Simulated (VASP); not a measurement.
An input for Quantum ESPRESSO's pw.x (written as the equivalent of a VASP run, and not itself run):

```
&CONTROL
  calculation = 'vc-relax'
  pseudo_dir = './pseudo'
  outdir = './out'
  tprnfor = .true.
  tstress = .true.
  nstep = 60
  forc_conv_thr = 0.00078
/
&SYSTEM
  ibrav = 0
  nat = 3
  ntyp = 2
  ecutwfc = 86
  occupations = 'smearing'
  smearing = 'gaussian'
  degauss = 0.003675
  input_dft = 'pz'
/
&ELECTRONS
  conv_thr = 7.3e-08
  electron_maxstep = 100
/
&IONS
/
&CELL
/
ATOMIC_SPECIES
  Cs 132.905 Cs.upf
  Se 78.971 Se.upf
CELL_PARAMETERS angstrom
     5.3663516   -0.0000000    0.0000000
    -2.6831758    4.6473972   -0.0000000
     0.0000000   -0.0000000    5.1895895
ATOMIC_POSITIONS crystal
  Cs   0.6666670  0.3333330  0.7146179
  Cs   0.3333330  0.6666670  0.2853821
  Se   1.0000000  0.0000000  1.0000000
K_POINTS automatic
  5 5 4 0 0 0
```

Question: Translate this input to VASP (INCAR, KPOINTS, POSCAR, choice of POTCAR).

Answer: Several could match; the one computed here: 
### INCAR
```
! general
SYSTEM   =  Cs2Se
PREC     =  Accurate
ENCUT    =  400
LREAL    =  .False.
LASPH    =  .True.

! electronic loop
EDIFF    =  1E-6
NELM     =  100
ALGO     =  Normal
LMAXMIX  =  4

! smearing
ISMEAR   =  0
SIGMA    =  0.05

! ions
IBRION   =  2
NSW      =  60
ISIF     =  3
EDIFFG   =  -0.02

! output
LWAVE    =  .False.
LCHARG   =  .False.
```

File POSCAR:
```
Cs2Se
1.0
  5.3663515509   0.0000000000   0.0000000000
 -2.6831757755   4.6473972173   0.0000000000
  0.0000000000   0.0000000000   5.1895895388
Cs Se
2 1
Cartesian
  2.6831784586   1.5491308566   3.7085737016
 -0.0000026832   3.0982663607   1.4810158372
  5.3663515509   0.0000000000   5.1895895388
```

### KPOINTS
```
Automatic mesh
0
Gamma
5 5 4
0 0 0
```

POTCAR, in this order: Cs_sv Se (LDA.64 set). Program: vasp_std.

The two are equivalent in intent, not identical: the potentials are each code's own (VASP's PAW set, PseudoDojo norm-conserving files in pw.x), so ENCUT and ecutwfc are chosen apart and not converted; conv_thr bounds pw.x's estimated SCF error, while EDIFF bounds the energy change between steps; forc_conv_thr acts on force components and is met together with etot_conv_thr.

The structure comes from a computed database's Cs2Se entry (P-3m1); how it stands against other phases isn't given here. It was relaxed first, which changed the volume by -26 %. The start is the result of an earlier pass.
